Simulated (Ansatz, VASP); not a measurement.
# SnH2: VASP beside Ansatz, part 2 of 2

Aim: how closely do two programs agree when they are given the same cell, functional and k mesh? The cell is generated by rule, not measured, and may not be a known phase. The cell is taken from a series of runs on this material, whose earlier steps may have relaxed, scaled, displaced or heated it; both programs get it as it stands.

VASP 6.6.1 and Ansatz 0.2.0.

So far. Step 3 (Ansatz: single point, PBE, pair 1): The run ends at a pressure of 6.13 GPa, with forces up to 1.2 eV/Å.

The structure was built from a prototype and need not be the compound's stable phase.

## (5) Ansatz: single point, PBE, pair 2

Level of this step: Ansatz beside VASP: Kohn-Sham DFT, plane waves, PBE (Ansatz).

A single point gives forces, pressure and levels at one fixed geometry, so differences don't come from the geometry; what else differs is listed under the comparison.

The cell is taken from a series of runs on this material, whose earlier steps may have relaxed, scaled, displaced or heated it; both programs get it as it stands.

input.yaml reads:

```yaml
crystal:
  lattice:
    - [4.8575969519, 0.0, 0.0]
    - [0.0, 4.8575969519, 0.0]
    - [0.0, 0.0, 7.2839904417]
  atoms:
    - { symbol: Sn, position: [7.8443e-06, -7.8443e-06, 0.0] }
    - { symbol: Sn, position: [-7.8443e-06, 7.8443e-06, 0.5] }
    - { symbol: Sn, position: [0.5000078443, 0.5000078443, 0.25] }
    - { symbol: Sn, position: [0.4999921557, 0.4999921557, 0.75] }
    - { symbol: H, position: [0.311873071, 0.3102719639, -0.0109570085] }
    - { symbol: H, position: [0.3102719639, 0.311873071, 0.5109570085] }
    - { symbol: H, position: [0.6897280361, 0.688126929, 0.0109570085] }
    - { symbol: H, position: [0.688126929, 0.6897280361, 0.4890429915] }
    - { symbol: H, position: [0.811873071, 0.1897280361, 0.2609570085] }
    - { symbol: H, position: [0.8102719639, 0.188126929, 0.7390429915] }
    - { symbol: H, position: [0.1897280361, 0.811873071, 0.2390429915] }
    - { symbol: H, position: [0.188126929, 0.8102719639, 0.7609570085] }
kpoints:
  mp_grid: { grid: [8, 8, 6] }
hamiltonian:
  xc: pbe
scf:
  occupations: { method: methfessel_paxton, width: 0.2 }
output:
  forces: true
  stress: true
  eigenvalues: true
```

Command:

```sh
> ansatz run input.yaml --threads 8 --pin off --max-ram 14336MiB --backend cpu --events-out ev --progress --plain --runs-dir out
```

Numbers of over 12 decimals in the logs are rounded to 6 here.

The program printed:

```text
[...]
Crystal: 12 atoms, lattice volume = 171.875 Å³
Basis set: ecut = 420 eV, 3373 PW (Γ), exchange–correlation on 72×72×100 points (8 copies of the dense FFT grid, shifted against one another)
Bands: 44, of which v1, the nominal top of the filled ones, is band 32 counted from 1 (31 counted from 0)
Symmetry: 8 space group operations
[...]
k-point 0: bands = [... 28 lower, 3.2110, 3.2110, 4.8851, 7.2847, 7.3628, 8.2567, 8.8660, 9.2426, ... 8 higher]
  k-point 1: bands = [... 28 lower, 2.7133, 4.2636, 4.3940, 7.5335, 7.5985, 8.5350, 8.9395, 9.2879, ... 8 higher]
  k-point 2: bands = [... 28 lower, 2.3885, 3.3299, 5.4859, 8.0542, 8.2303, 8.5446, 9.0369, 9.1602, ... 8 higher]
  k-point 59: bands = [... 28 lower, 4.4682, 4.4682, 4.4682, 4.4682, 7.8887, 7.8887, 7.8887, 7.8887, ... 8 higher]
[key lines of the parts left out:]
SCF converged after 7 iterations
Free energy (F): -24218.196477 eV
Fermi energy:    6.940986 eV
P = ⅓ Tr σ = 0.1076 GPa (1.076 kbar)
```

The run ends at a pressure of 0.11 GPa, with forces up to 0.19 eV/Å.

## (6) VASP: single point, PBE, pair 2

The same cell, functional, mesh and smearing now go to VASP, with its own data sets.

INCAR reads:

```
SYSTEM = SnH2
PREC = Accurate
ENCUT = 500
EDIFF = 1E-06
NELM = 120
ISMEAR = 1
SIGMA = 0.2
LREAL = .FALSE.
ALGO = Normal
GGA = PE
NBANDS = 44
LORBIT = 11
LWAVE = .FALSE.
LCHARG = .FALSE.
ISIF = 2
LASPH = .TRUE.
GGA_COMPAT = .FALSE.
KPAR = 2
```

POSCAR reads:

```
SnH2
1.0
    4.8575969519      0.0000000000      0.0000000000
    0.0000000000      4.8575969519      0.0000000000
    0.0000000000      0.0000000000      7.2839904417
Sn H
4 8
Direct
    0.0000078443      0.9999921557      0.0000000000
    0.9999921557      0.0000078443      0.5000000000
    0.5000078443      0.5000078443      0.2500000000
    0.4999921557      0.4999921557      0.7500000000
    0.3118730710      0.3102719639      0.9890429915
    0.3102719639      0.3118730710      0.5109570085
    0.6897280361      0.6881269290      0.0109570085
    0.6881269290      0.6897280361      0.4890429915
    0.8118730710      0.1897280361      0.2609570085
    0.8102719639      0.1881269290      0.7390429915
    0.1897280361      0.8118730710      0.2390429915
    0.1881269290      0.8102719639      0.7609570085
```

KPOINTS reads:

```
Automatic mesh
0
Gamma
8 8 6
0 0 0
```

Potentials, in the order of the species: Sn_d and H (PBE family, release 64).

Command:

```sh
> mpirun -np 2 vasp_std
```

The program printed:

```text
[... set-up lines as in an earlier step ...]
 entering main loop
       N       E                     dE             d eps       ncg     rms          rms(c)
DAV:   1     0.612216711849E+03    0.61222E+03   -0.29602E+04  5540   0.190E+03
DAV:   2     0.582844261665E+02   -0.55393E+03   -0.53402E+03  5296   0.535E+02
DAV:   3    -0.329120305640E+02   -0.91196E+02   -0.88274E+02  6040   0.184E+02
DAV:   4    -0.381565256001E+02   -0.52445E+01   -0.51726E+01  6200   0.463E+01
[...]
DAV:  12    -0.368347737020E+02    0.46401E-04   -0.11664E-04  5936   0.784E-02    0.145E-02
DAV:  13    -0.368347689789E+02    0.47231E-05   -0.33980E-05  6540   0.259E-02    0.297E-03
DAV:  14    -0.368347693807E+02   -0.40179E-06   -0.24662E-06  4256   0.724E-03
   1 F= -.36834769E+02 E0= -.36834218E+02  d E =-.165494E-02
```

OUTCAR, selected parts (step 6):

```text
  Total       -0.0407031     -0.0407031     -0.0068078      0.0000000     -0.0000000      0.0000000
  in kB       -0.3794249     -0.3794249     -0.0634603      0.0000000     -0.0000000      0.0000000
  external PRESSURE =      -0.2741034 kB  Pullay stress =       0.0000000 kB

 POSITION                                       TOTAL-FORCE (eV/Angst)
 -----------------------------------------------------------------------------------
      0.00004      4.85756      0.00000         0.006560     -0.006560      0.000000
      4.85756      0.00004      3.64200        -0.006560      0.006560      0.000000
      2.42884      2.42884      1.82100         0.006560      0.006560      0.000000
      2.42876      2.42876      5.46299        -0.006560     -0.006560      0.000000
      1.51495      1.50718      7.20418         0.004797     -0.012654     -0.187275
      1.50718      1.51495      3.72181        -0.012654      0.004797      0.187275
      3.35042      3.34264      0.07981         0.012654     -0.004797      0.187275
      3.34264      3.35042      3.56218        -0.004797      0.012654     -0.187275
      3.94375      0.92162      1.90081         0.004797      0.012654      0.187275
      3.93597      0.91384      5.38318        -0.012654     -0.004797     -0.187275
      0.92162      3.94375      1.74119         0.012654      0.004797     -0.187275
      0.91384      3.93597      5.54280        -0.004797     -0.012654      0.187275
 -----------------------------------------------------------------------------------
    total drift:                               -0.000000      0.000000     -0.000000

  FREE ENERGIE OF THE ION-ELECTRON SYSTEM (eV)
  ---------------------------------------------------
  free  energy   TOTEN  =       -36.8347693807 eV

  energy  without entropy=      -36.8331144408  energy(sigma->0) =      -36.83421773

[... 3 further parts left out ...]
[key lines of the parts left out:]
E-fermi :   5.0698
```

The run ends at a pressure of -0.03 GPa, with forces up to 0.19 eV/Å.

## (7) Comparison

Compared:

| quantity | Ansatz | VASP | difference |
| --- | --- | --- | --- |
| pressure (GPa) | 0.11 | -0.03 | +0.14 |

Forces on 7 of the 12 atoms, those with the largest forces and the largest differences (eV/Å; atoms numbered as in POSCAR):

```csv
atom,"Ansatz x, y, z","VASP x, y, z"
H5,"0.006, -0.012, -0.189","0.005, -0.013, -0.187"
H6,"-0.012, 0.006, 0.189","-0.013, 0.005, 0.187"
H8,"-0.006, 0.012, -0.189","-0.005, 0.013, -0.187"
H9,"0.006, 0.012, 0.189","0.005, 0.013, 0.187"
H10,"-0.012, -0.006, -0.189","-0.013, -0.005, -0.187"
H11,"0.012, 0.006, -0.189","0.013, 0.005, -0.187"
H12,"-0.006, -0.012, 0.189","-0.005, -0.013, 0.187"
```

The forces differ by 0.9 meV/Å r.m.s., which is 1.0 % of the r.m.s. force of 0.089 eV/Å (both taken over all components).

## (8) Ansatz: single point, PBE, pair 3

With cell and atoms fixed, the geometry can't cause a difference; cores, projectors, grids and the points listed under the comparison can.

The cell is taken from a series of runs on this material, whose earlier steps may have relaxed, scaled, displaced or heated it; both programs get it as it stands.

input.yaml reads:

```yaml
crystal:
  lattice:
    - [4.8575969519, 0.0, 0.0]
    - [0.0, 4.8575969519, 0.0]
    - [0.0, 0.0, 7.2839904417]
  atoms:
    - { symbol: Sn, position: [1.37276e-05, -1.37276e-05, 0.0] }
    - { symbol: Sn, position: [-1.37276e-05, 1.37276e-05, 0.5] }
    - { symbol: Sn, position: [0.5000137276, 0.5000137276, 0.25] }
    - { symbol: Sn, position: [0.4999862724, 0.4999862724, 0.75] }
    - { symbol: H, position: [0.3124734861, 0.3096715487, -0.0191747648] }
    - { symbol: H, position: [0.3096715487, 0.3124734861, 0.5191747648] }
    - { symbol: H, position: [0.6903284513, 0.6875265139, 0.0191747648] }
    - { symbol: H, position: [0.6875265139, 0.6903284513, 0.4808252352] }
    - { symbol: H, position: [0.8124734861, 0.1903284513, 0.2691747648] }
    - { symbol: H, position: [0.8096715487, 0.1875265139, 0.7308252352] }
    - { symbol: H, position: [0.1903284513, 0.8124734861, 0.2308252352] }
    - { symbol: H, position: [0.1875265139, 0.8096715487, 0.7691747648] }
kpoints:
  mp_grid: { grid: [8, 8, 6] }
hamiltonian:
  xc: pbe
scf:
  occupations: { method: methfessel_paxton, width: 0.2 }
output:
  forces: true
  stress: true
  eigenvalues: true
```

Command:

```sh
> ansatz run input.yaml --threads 8 --pin off --max-ram 14336MiB --backend cpu --events-out ev --progress --plain --runs-dir out
```

The program printed:

```text
[...]
Crystal: 12 atoms, lattice volume = 171.875 Å³
Basis set: ecut = 420 eV, 3373 PW (Γ), exchange–correlation on 72×72×100 points (8 copies of the dense FFT grid, shifted against one another)
Bands: 44, of which v1, the nominal top of the filled ones, is band 32 counted from 1 (31 counted from 0)
Symmetry: 8 space group operations
[...]
k-point 0: bands = [... 28 lower, 3.2235, 3.2235, 4.8587, 7.2062, 7.4411, 8.2437, 8.8711, 9.2359, ... 8 higher]
  k-point 1: bands = [... 28 lower, 2.7211, 4.2673, 4.3906, 7.4435, 7.6348, 8.5432, 8.9446, 9.2739, ... 8 higher]
  k-point 2: bands = [... 28 lower, 2.3941, 3.3617, 5.4782, 7.8670, 8.2168, 8.6821, 9.0721, 9.1666, ... 8 higher]
  k-point 59: bands = [... 28 lower, 4.4522, 4.4522, 4.4522, 4.4522, 7.9308, 7.9308, 7.9308, 7.9308, ... 8 higher]
[key lines of the parts left out:]
SCF converged after 8 iterations
Free energy (F): -24218.316992 eV
Fermi energy:    6.999601 eV
P = ⅓ Tr σ = 0.3083 GPa (3.083 kbar)
```

The run ends at a pressure of 0.31 GPa, with forces up to 0.31 eV/Å.

## (9) VASP: single point, PBE, pair 3

The same cell, functional, mesh and smearing now go to VASP, with its own data sets.

INCAR is that of step 6.

POSCAR reads:

```
SnH2
1.0
    4.8575969519      0.0000000000      0.0000000000
    0.0000000000      4.8575969519      0.0000000000
    0.0000000000      0.0000000000      7.2839904417
Sn H
4 8
Direct
    0.0000137276      0.9999862724      0.0000000000
    0.9999862724      0.0000137276      0.5000000000
    0.5000137276      0.5000137276      0.2500000000
    0.4999862724      0.4999862724      0.7500000000
    0.3124734861      0.3096715487      0.9808252352
    0.3096715487      0.3124734861      0.5191747648
    0.6903284513      0.6875265139      0.0191747648
    0.6875265139      0.6903284513      0.4808252352
    0.8124734861      0.1903284513      0.2691747648
    0.8096715487      0.1875265139      0.7308252352
    0.1903284513      0.8124734861      0.2308252352
    0.1875265139      0.8096715487      0.7691747648
```

KPOINTS is that of step 6.

Command:

```sh
> mpirun -np 2 vasp_std
```

The program printed:

```text
[... set-up lines as in an earlier step ...]
 entering main loop
       N       E                     dE             d eps       ncg     rms          rms(c)
DAV:   1     0.612706442364E+03    0.61271E+03   -0.29606E+04  5540   0.190E+03
DAV:   2     0.584087709138E+02   -0.55430E+03   -0.53424E+03  5304   0.535E+02
DAV:   3    -0.330121499722E+02   -0.91421E+02   -0.88456E+02  6044   0.184E+02
DAV:   4    -0.382745529879E+02   -0.52624E+01   -0.51970E+01  6200   0.465E+01
[...]
DAV:  12    -0.369543544412E+02    0.61514E-04   -0.13954E-04  6000   0.892E-02    0.134E-02
DAV:  13    -0.369543514077E+02    0.30335E-05   -0.42020E-05  6280   0.258E-02    0.408E-03
DAV:  14    -0.369543518735E+02   -0.46582E-06   -0.26925E-06  4464   0.782E-03
   1 F= -.36954352E+02 E0= -.36953915E+02  d E =-.131153E-02
```

Parts of OUTCAR (step 9):

```text
  Total        0.1367113      0.1367113      0.2740241      0.0000000      0.0000000      0.0000000
  in kB        1.2743905      1.2743905      2.5543885      0.0000000      0.0000000      0.0000000
  external PRESSURE =       1.7010565 kB  Pullay stress =       0.0000000 kB

 POSITION                                       TOTAL-FORCE (eV/Angst)
 -----------------------------------------------------------------------------------
      0.00007      4.85753      0.00000         0.006245     -0.006245     -0.000000
      4.85753      0.00007      3.64200        -0.006245      0.006245     -0.000000
      2.42887      2.42887      1.82100         0.006245      0.006245     -0.000000
      2.42873      2.42873      5.46299        -0.006245     -0.006245     -0.000000
      1.51787      1.50426      7.14432         0.002918     -0.026758     -0.303456
      1.50426      1.51787      3.78166        -0.026758      0.002918      0.303456
      3.35334      3.33973      0.13967         0.026758     -0.002918      0.303456
      3.33973      3.35334      3.50233        -0.002918      0.026758     -0.303456
      3.94667      0.92454      1.96067         0.002918      0.026758      0.303456
      3.93306      0.91093      5.32332        -0.026758     -0.002918     -0.303456
      0.92454      3.94667      1.68133         0.026758      0.002918     -0.303456
      0.91093      3.93306      5.60266        -0.002918     -0.026758      0.303456
 -----------------------------------------------------------------------------------
    total drift:                               -0.000000      0.000000     -0.000000

  FREE ENERGIE OF THE ION-ELECTRON SYSTEM (eV)
  ---------------------------------------------------
  free  energy   TOTEN  =       -36.9543518735 eV

  energy  without entropy=      -36.9530403449  energy(sigma->0) =      -36.95391470

[... 2 parts as in an earlier step ...]

[... 1 further part left out ...]
[key lines of the parts left out:]
E-fermi :   5.1282
```

The run ends at a pressure of 0.17 GPa, with forces up to 0.30 eV/Å.

## (10) Side by side

Compared:

```
      quantity  Ansatz  VASP  difference
pressure (GPa)    0.31  0.17       +0.14
```

Forces on 7 of the 12 atoms, those with the largest forces and the largest differences (eV/Å; atoms numbered as in POSCAR):

```
atom          Ansatz x, y, z            VASP x, y, z
  H6    -0.026, 0.004, 0.306    -0.027, 0.003, 0.303
  H7    0.026, -0.004, 0.306    0.027, -0.003, 0.303
  H8   -0.004, 0.026, -0.306   -0.003, 0.027, -0.303
  H9     0.004, 0.026, 0.306     0.003, 0.027, 0.303
 H10  -0.026, -0.004, -0.306  -0.027, -0.003, -0.303
 H11    0.026, 0.004, -0.306    0.027, 0.003, -0.303
 H12   -0.004, -0.026, 0.306   -0.003, -0.027, 0.303
```

The forces differ by 1.6 meV/Å r.m.s., which is 1.1 % of the r.m.s. force of 0.144 eV/Å (both taken over all components).

## (11) Results

```yaml
r_m_s_force_difference_single_point_pbe_pair_1: 0.31 % of the r.m.s. force
r_m_s_force_difference_single_point_pbe_pair_2: 0.88 meV/Å
r_m_s_force_difference_single_point_pbe_pair_3: 1.6 meV/Å
```

**Reading.** The r.m.s. force difference is 1.6 meV/Å (single point, PBE, pair 3), within the 12 meV/Å picked in this series as the mark of a large difference. 5 further runs of this series are not shown here. Such differences can come from data sets, numerical settings and the points named under the comparisons, not from the functional's error against experiment.

[Lines on the potential files, build, host, timing and source positions are cut from VASP's logs without a mark.]

[Logs are printed without paths, hosts, clocks, repeated set-up lines and the standing remarks that a program may print on its own settings, such as how far it seeks lower states.]

[Hosts, paths, dates, database ids (printed as entryN), source tags and the programs' standing remarks are cut or masked in the printed files.]
